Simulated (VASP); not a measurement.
A convergence study with VASP on Ga (atoms displaced from the space group 64 structure): a few settings are varied, all else stays as given below, so the limit is that of these other settings. The cell's lengths are 1 % over those of the tabulated start and one atom is moved, so it is off equilibrium.

```
CELL_PARAMETERS angstrom
      2.28260    -3.86830     0.00000
      2.28260     3.86830     0.00000
      0.00000     0.00000     4.57530
ATOMIC_POSITIONS crystal
  Ga 0.15490 0.84510 0.91900
  Ga 0.34510 0.65490 0.41900
  Ga 0.65490 0.34510 0.58100
  Ga 0.85837 0.16817 0.08100
```

Method: PBE GGA, VASP's PBE PAW potentials (set 64) (plane waves; VASP 6.6.1). The last row used: 900 eV cut-off, 7×7×6 Γ-centred mesh, first-order Methfessel-Paxton smearing of 0.10 eV, potentials Ga_h.

Energies of different potentials or hybrids have different zeros.

```tsv
setting	E (eV/atom)	pressure (GPa)	largest force (eV/Å)	plane waves
ENCUT = 300, POTCAR Ga_d	-2.9029	0.27	0.161	967
ENCUT = 400, POTCAR Ga_d	-2.9010	-0.02	0.162	1509
ENCUT = 520, POTCAR Ga_d	-2.9021	0.38	0.162	2204
ENCUT = 700, POTCAR Ga_d	-2.9019	0.38	0.162	3424
ENCUT = 900, POTCAR Ga_d	?	?	0.162	4986
ENCUT = 300, POTCAR Ga	-2.9063	0.57	0.159	967
ENCUT = 400, POTCAR Ga	-2.9064	0.58	0.159	1509
ENCUT = 520, POTCAR Ga	-2.9065	0.58	0.159	2204
ENCUT = 700, POTCAR Ga	-2.9066	0.58	0.159	3424
ENCUT = 900, POTCAR Ga	-2.9066	0.58	0.159	4986
ENCUT = 300, POTCAR Ga_h	-2.3104	-105.32	0.211	967
ENCUT = 400, POTCAR Ga_h	-2.8956	-2.26	0.160	1509
ENCUT = 520, POTCAR Ga_h	?	?	0.160	2204
ENCUT = 700, POTCAR Ga_h	-2.8982	0.23	0.163	3424
ENCUT = 900, POTCAR Ga_h	-2.8980	0.21	0.161	4986
```

### Question
Fill in the missing entries.

### Answer

- ENCUT = 520, POTCAR Ga_h, E (eV/atom): -2.8986
- ENCUT = 520, POTCAR Ga_h, pressure (GPa): -0.50
- ENCUT = 900, POTCAR Ga_d, E (eV/atom): -2.9020
- ENCUT = 900, POTCAR Ga_d, pressure (GPa): 0.41

Left out are rungs that failed or repeat a setting and relaxations that didn't move; long series are thinned to 24 rows.

The compound is Ga in the alpha structure. The cell was not relaxed at this level, it is distorted from the ideal structure.
